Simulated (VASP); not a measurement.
These are rev-vdW-DF2, VASP's PBE PAW potentials (set 64) (plane waves; VASP) values and carry that method's errors.

VASP ran on this input.

**KPOINTS**
```
Automatic
0
Gamma
  9 9 9
```

INCAR:
```
LMAXMIX = 6
ISIF = 3   ! ions, shape and volume
PARAM2 = 0.7114
EDIFF = 1E-6
LWAVE = .FALSE.
ENCUT = 520   ! plane-wave cut-off (eV)
LCHARG = .FALSE.
PARAM1 = 0.1234568
ZAB_VDW = -1.8867
EDIFFG = -0.01
IBRION = 2   ! conjugate gradients
LREAL = .FALSE.   ! projection in real space or not
LASPH = .TRUE.
ALGO = Normal   ! blocked Davidson
GGA = MK
SYSTEM = HgTe
NSW = 60   ! most ionic steps
NELM = 100   ! most electronic steps
PREC = Accurate
SIGMA = 0.1   ! width (eV)
LUSE_VDW = .TRUE.
ISMEAR = 1   ! Methfessel-Paxton
AGGAC = 0.0
```

### POSCAR
```
HgTe
1
   -0.0000000000     3.2979120958     3.2979120958
    3.2979120958     0.0000000000     3.2979120958
    3.2979120958     3.2979120958     0.0000000000
Hg Te
1 1
Direct
  0.0000000000   0.0000000000   0.0000000000
  0.2500000000   0.2500000000   0.2500000000
```

POTCAR, in this order: Hg Te (PBE.64 set). Program: vasp_std.

The run wrote:

File OUTCAR:
```
 ion  position               nearest neighbor table
   1  0.000  0.000  0.000-   2 2.86   2 2.86   2 2.86   2 2.86
   2  0.250  0.250  0.250-   1 2.86   1 2.86   1 2.86   1 2.86
  LATTYP: Found a face centered cubic cell.
 ALAT       =     6.5958241916
 Subroutine PRICEL returns:
 Original cell was already a primitive cell.
 Subroutine GETGRP returns: Found 24 space group operations
The static configuration has the point symmetry T_d .
The dynamic configuration has the point symmetry T_d .
 Subroutine INISYM returns: Found 24 space group operations
 Subroutine IBZKPT returns following result:
 Found     35 irreducible k-points:

 Following reciprocal coordinates:
            Coordinates               Weight
  0.000000  0.000000  0.000000      1.000000
  0.111111  0.000000  0.000000      8.000000
  0.222222  0.000000  0.000000      8.000000
  0.333333  0.000000  0.000000      8.000000
  0.444444  0.000000  0.000000      8.000000
  0.111111  0.111111  0.000000      6.000000
  0.222222  0.111111  0.000000     24.000000
  0.333333  0.111111  0.000000     24.000000
  0.444444  0.111111  0.000000     24.000000
 -0.444444  0.111111  0.000000     24.000000
 -0.333333  0.111111  0.000000     24.000000
 -0.222222  0.111111  0.000000     24.000000
 -0.111111  0.111111  0.000000     12.000000
  0.222222  0.222222  0.000000      6.000000
  0.333333  0.222222  0.000000     24.000000
  0.444444  0.222222  0.000000     24.000000
 -0.444444  0.222222  0.000000     24.000000
 -0.333333  0.222222  0.000000     24.000000
 -0.222222  0.222222  0.000000     12.000000
  0.333333  0.333333  0.000000      6.000000
  0.444444  0.333333  0.000000     24.000000
 -0.444444  0.333333  0.000000     24.000000
 -0.333333  0.333333  0.000000     12.000000
  0.444444  0.444444  0.000000      6.000000
 -0.444444  0.444444  0.000000     12.000000
  0.333333  0.222222  0.111111     24.000000
  0.444444  0.222222  0.111111     48.000000
 -0.444444  0.222222  0.111111     48.000000
  0.444444  0.333333  0.111111     24.000000
 -0.444444  0.333333  0.111111     48.000000
 -0.333333  0.333333  0.111111     48.000000
 -0.222222  0.333333  0.111111     24.000000
 -0.444444  0.444444  0.111111     24.000000
 -0.333333  0.444444  0.111111     24.000000
 -0.333333  0.444444  0.222222     24.000000
   k-points           NKPTS =     35   k-points in BZ     NKDIM =     35   number of bands    NBANDS=     13
   number of dos      NEDOS =    301   number of ions     NIONS =      2
   total plane-waves  NPLWV =  46656
   dimension x,y,z NGX =    36 NGY =   36 NGZ =   36
   dimension x,y,z NGXF=    72 NGYF=   72 NGZF=   72
   ions per type =               1   1
   PREC   = accura    normal or accurate (medium, high low for compatibility)
   ISTART =      0    job   : 0-new  1-cont  2-samecut
   ICHARG =      2    charge: 1-file 2-atom 10-const
   ISPIN  =      1    spin polarized calculation?
   LNONCOLLINEAR =      F non collinear calculations
   LSORBIT =      F    spin-orbit coupling
   INIWAV =      1    electr: 0-lowe 1-rand  2-diag
   ENCUT  =  520.0 eV  38.22 Ry    6.18 a.u.   8.67  8.67  8.67*2*pi/ulx,y,z
   NELM   =    100;   NELMIN=  2; NELMDL= -5     # of ELM steps
   EDIFF  = 0.1E-05   stopping-criterion for ELM
   LREAL  =      F    real-space projection
   NLSPLINE    = F    spline interpolate recip. space projectors
   LMAXMIX     =    6 max onsite mixed and CHGCAR
   VOSKOWN=      0    Vosko Wilk Nusair interpolation
   EDIFFG = -.1E-01   stopping-criterion for IOM
   NSW    =     60    number of steps for IOM
   NBLOCK =      1;   KBLOCK =     60    inner block; outer block
   IBRION =      2    ionic relax: 0-MD 1-quasi-New 2-CG
...
```

OSZICAR:
```
       N       E                     dE             d eps       ncg     rms          rms(c)
DAV:   1     0.109835001869E+03    0.10984E+03   -0.80748E+03   910   0.118E+03
DAV:   2     0.462722483365E+01   -0.10521E+03   -0.99010E+02   990   0.260E+02
DAV:   3     0.336614044722E+00   -0.42906E+01   -0.42754E+01  1130   0.554E+01
DAV:   4     0.294907567102E+00   -0.41706E-01   -0.41699E-01  1254   0.503E+00
DAV:   5     0.294779047132E+00   -0.12852E-03   -0.12852E-03  1100   0.258E-01    0.689E+00
DAV:   6     0.498620404869E+00    0.20384E+00   -0.50554E-01  1045   0.101E+01    0.559E+00
DAV:   7     0.504832454335E+00    0.62120E-02   -0.99924E-02  1000   0.245E+00    0.211E+00
DAV:   8     0.505794892477E+00    0.96244E-03   -0.93230E-03   950   0.130E+00    0.572E-01
DAV:   9     0.505879930528E+00    0.85038E-04   -0.79544E-04  1060   0.344E-01    0.983E-02
DAV:  10     0.505864221926E+00   -0.15709E-04   -0.87297E-05  1011   0.100E-01    0.460E-02
DAV:  11     0.505857003240E+00   -0.72187E-05   -0.18468E-05   990   0.373E-02    0.201E-02
DAV:  12     0.505857846105E+00    0.84287E-06   -0.27312E-06   935   0.137E-02
   1 F= 0.50585785E+00 E0= 0.50575635E+00  d E =0.505858E+00
```

**OUTCAR**
```
------------------------ aborting loop because EDIFF is reached ----------------------------------------
  FORCE on cell =-STRESS in cart. coord.  units (eV):
  Direction    XX          YY          ZZ          XY          YZ          ZX
  --------------------------------------------------------------------------------------
  Total       -0.0090774     -0.0090774     -0.0090774      0.0000000      0.0000000     -0.0000000
  in kB       -0.2027326     -0.2027326     -0.2027326      0.0000000      0.0000000     -0.0000000
  external PRESSURE =      -0.2027326 kB  Pullay stress =       0.0000000 kB
  volume of cell :       71.74
      direct lattice vectors                 reciprocal lattice vectors
     0.000000000  3.297912096  3.297912096    -0.151611076  0.151611076  0.151611076
     3.297912096  0.000000000  3.297912096     0.151611076 -0.151611076  0.151611076
     3.297912096  3.297912096  0.000000000     0.151611076  0.151611076 -0.151611076
 POSITION                                       TOTAL-FORCE (eV/Angst)
 -----------------------------------------------------------------------------------
      0.00000      0.00000      0.00000         0.000000      0.000000      0.000000
      1.64896      1.64896      1.64896        -0.000000     -0.000000     -0.000000
 -----------------------------------------------------------------------------------
    total drift:                                0.000000      0.000000      0.000000
  FREE ENERGIE OF THE ION-ELECTRON SYSTEM (eV)
  ---------------------------------------------------
  free  energy   TOTEN  =         0.5058578461 eV

  energy  without entropy=        0.5055533708  energy(sigma->0) =        0.50575635

 reached required accuracy - stopping structural energy minimisation
```
(Selected blocks of OUTCAR.)

The compound is HgTe in the zinc blende structure. It was relaxed first, which changed the volume by +6 %. The start is the result of an earlier pass.
